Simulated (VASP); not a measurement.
Here is the system:

```xyz
2
Lattice="1.3959 0.8059 4.6314 -1.3959 0.8059 4.6314 0.0000 -1.6119 4.6314" Properties=species:S:1:pos:R:3 pbc="T T T"
Pt     0.0000     0.0000     6.9471
Au     0.0000     1.6119     9.2629
```

Calculation: LDA (Ceperley-Alder, Perdew-Zunger), VASP's LDA PAW potentials (set 64) (plane waves; VASP 6.6.1). Numerical set-up: 400 eV cut-off, 17×17×17 Γ-centred mesh, tetrahedra with Blöchl corrections, potentials Pt Au.

Unless said otherwise, spin-orbit coupling is left out, though it shifts the bands of the heavy elements here.

Question: Tabulate the total density of states (states/eV per cell) against energy (eV; zero at the valence-band maximum or, without a gap, the Fermi level).

Answer: 
(E (eV), DOS (states/eV)): (-9.91, 0.05); (-9.58, 0.10); (-9.25, 0.14); (-8.92, 0.17); (-8.59, 0.22); (-8.14, 0.28); (-7.81, 0.33); (-7.48, 0.51); (-7.15, 1.26); (-6.82, 2.26); (-6.49, 2.78); (-6.16, 2.98); (-5.83, 2.95); (-5.50, 2.21); (-5.17, 1.89); (-4.73, 3.01); (-4.39, 3.56); (-4.06, 3.63); (-3.73, 4.61); (-3.40, 3.16); (-3.07, 2.95); (-2.74, 2.94); (-2.41, 2.05); (-2.08, 2.94); (-1.75, 2.59); (-1.31, 2.70); (-0.97, 3.27); (-0.64, 3.04); (-0.31, 1.98); (0.02, 1.02); (0.35, 0.77); (0.68, 0.67); (1.01, 0.64); (1.34, 0.63); (1.67, 0.61); (2.11, 0.59); (2.44, 0.54); (2.77, 0.51); (3.11, 0.50); (3.44, 0.49)
Within 2 eV below the Fermi level the largest weight inside VASP's projection spheres is Pt d, then Au d.

The structure comes from a computed database's PtAu entry (R-3m); how it stands against other phases isn't given here. It was relaxed first. The electron count is odd and the run is not spin-polarised, which forces a metal.
